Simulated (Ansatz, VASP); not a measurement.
# Al2B2N in VASP and in Ansatz

```
Al B N
1.0
     2.97655    0.00000    0.00000
    -1.48828    2.57777    0.00000
     0.00000    0.00000    5.91518
Al B N
2 2 1
Cartesian
  0.0000 1.7185 4.7568
  1.4883 0.8593 1.1584
  0.0000 1.7185 2.7309
  1.4883 0.8593 3.1843
  0.0000 0.0000 0.0000
```

Change from the starting cell: species swapped into the MgZn2Sb2 type (P-3m1, No. 164).

Alike in both runs: functional PBE; k mesh 12 × 12 × 6; occupations gaussian, width 0.1 eV; no spin polarisation.

Ansatz relaxed the structure, and its values are those at the end. VASP's run is a single point on that final structure, the one shown.

|  | VASP | Ansatz |
| --- | --- | --- |
| version | VASP 6.6.1 | Ansatz 0.2.0 |
| potentials or method | VASP PAW PBE potentials, release 64 (Al, B, N) | scalar-relativistic, plane waves, PAW |
| plane-wave cutoff (eV) | 520 | 420 |
| valence electrons in the cell | 17 | 17 |

VASP gave:

| Property | Result |
| --- | --- |
| gap on the k mesh at the Fermi level (eV) | none |
| pressure (GPa) | -0.1 |

**Question.** Which values does Ansatz return?

**Answer.** gap on the k mesh at the Fermi level (eV): none; pressure (GPa): 0.0.

A gap of «none» marks a metal or a gap that the smearing closes. The functional is the same, so the differences come from potentials, cutoffs and numerics.
